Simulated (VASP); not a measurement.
Consider the following.

```
CELL_PARAMETERS angstrom
     -2.96312     2.96312     1.61388
      2.96312    -2.96312     1.61388
      2.96312     2.96312    -1.61388
ATOMIC_POSITIONS crystal
  Sn 0.25000 0.75000 0.50000
  Sn 0.00000 0.00000 0.00000
```

Method: PBE GGA, VASP's PBE PAW potentials (set 64) (plane waves; VASP). Run with 480 eV cut-off, 12×12×12 Γ-centred mesh, first-order Methfessel-Paxton smearing of 0.10 eV, potentials Sn_d.

Problem. The ions, cell shape and volume at an external pressure of 1.0 GPa are relaxed. What does this cell relax into?

Solution. 
```
CELL_PARAMETERS angstrom
     -2.94392     2.94392     1.60364
      2.94392    -2.94392     1.60364
      2.94392     2.94392    -1.60364
ATOMIC_POSITIONS crystal
  Sn 0.25000 0.75000 0.50000
  Sn 0.00000 0.00000 0.00000
```
Space group I4_1/amd (141), at a tolerance of 0.03 Å.

Problem. How do energy and volume change from the first to the last step?

Solution. The energy (σ→0) changes by +1.8 meV/atom and the volume by -1.9 %, in 4 ionic steps.

| step | E(σ→0) (eV) | max force (eV/Å) | pressure (GPa) | volume (Å³) |
|---|---|---|---|---|
| 1 | -7.6121 | 0.000 | 0.03 | 56.68 |
| 2 | -7.6063 | 0.000 | 1.30 | 55.29 |
| 3 | -7.6087 | 0.000 | 1.00 | 55.61 |
| 4 | -7.6085 | 0.000 | 1.01 | 55.59 |

The compound is Sn in the beta structure. This run relaxes it under an external pressure of 1 GPa. Symmetry was kept, so distortions that lower it aren't found.
